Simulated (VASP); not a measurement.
# YSi2 (space group C2/c): computed properties

Method: r2SCAN meta-GGA, VASP's PBE PAW potentials (set 64) (plane waves; VASP).

```
Property                                                                                            Value
----------------------------------  ---------------------------------------------------------------------
space group                                                                                     C2/c (15)
cell                                a = 5.6288 Å, b = 5.6330 Å, c = 7.7418 Å, α = γ = 90.00°, β = 110.39°
volume per atom                                                                            19.17 Å^3/atom
band gap (over mesh and band path)                               none (metal, semimetal or under 0.01 eV)
density                                                                                        4.19 g/cm³
```

```cif
data_Si4Y2
_chemical_formula_sum 'Y2 Si4'
_space_group_name_H-M_alt 'P 1'
_space_group_IT_number 1
_cell_length_a 3.98167
_cell_length_b 3.98167
_cell_length_c 7.74182
_cell_angle_alpha 104.254
_cell_angle_beta 104.254
_cell_angle_gamma 90.043
loop_
_space_group_symop_operation_xyz
  'x, y, z'
loop_
_atom_site_label
_atom_site_type_symbol
_atom_site_fract_x
_atom_site_fract_y
_atom_site_fract_z
_atom_site_occupancy
Y1 Y 0.62406 0.37594 0.75000 1
Y2 Y 0.37594 0.62406 0.25000 1
Si1 Si 0.04233 0.79082 0.58533 1
Si2 Si 0.95767 0.20918 0.41467 1
Si3 Si 0.20918 0.95767 0.91467 1
Si4 Si 0.79082 0.04233 0.08533 1
```

The structure comes from a computed database's YSi2 entry (C2/c); how it stands against other phases isn't given here. It was relaxed first. Symmetry was kept, so distortions that lower it aren't found.
